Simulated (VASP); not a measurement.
The cell holds one MgO (rock salt) (110) slab, with vacuum along c, ions free to move until forces fall under 0.03 eV/Å, no reconstruction beyond this cell, dipole correction on. Ionisation potential and electron affinity count from the cell's own band edges, surface states included.

```
MgO
1.0
    2.96607     0.00000     0.00000
    0.00000     4.19466     0.00000
    0.00000     0.00000    26.80961
Mg O
8 8
Cartesian
  0.00000   0.00000   8.32693
  1.48304   2.09733   9.60623
  0.00000   0.00000  11.19548
  1.48304   2.09733  12.64505
  0.00000   0.00000  14.16455
  1.48304   2.09733  15.61413
  0.00000   0.00000  17.20338
  1.48304   2.09733  18.48268
  1.48304   0.00000   9.66241
  0.00000   2.09733   8.23949
  1.48304   0.00000  12.65638
  0.00000   2.09733  11.17441
  1.48304   0.00000  15.63520
  0.00000   2.09733  14.15323
  1.48304   0.00000  18.57012
  0.00000   2.09733  17.14720
```

All values below come from r2SCAN meta-GGA, VASP's PBE PAW potentials (set 64) (plane waves; VASP). Run with 450 eV cut-off, 7×5×1 Γ-centred mesh, Gaussian smearing of 0.050 eV, potentials Mg O.

Slab and bulk use different k-meshes, so the surface energy is good to a few per cent at best.

Problem. Predict its surface energy, ionisation potential, electron affinity, band gap (on the k-mesh).

Solution. 
```json
{
 "surface_energy": "2.52 J/m^2",
 "ionisation_potential": "4.84 eV",
 "electron_affinity": "2.13 eV",
 "band gap (on the k-mesh)": "2.71 eV"
}
```

The cell is a thin slab with vacuum, built from MgO (rock salt): (110) face.
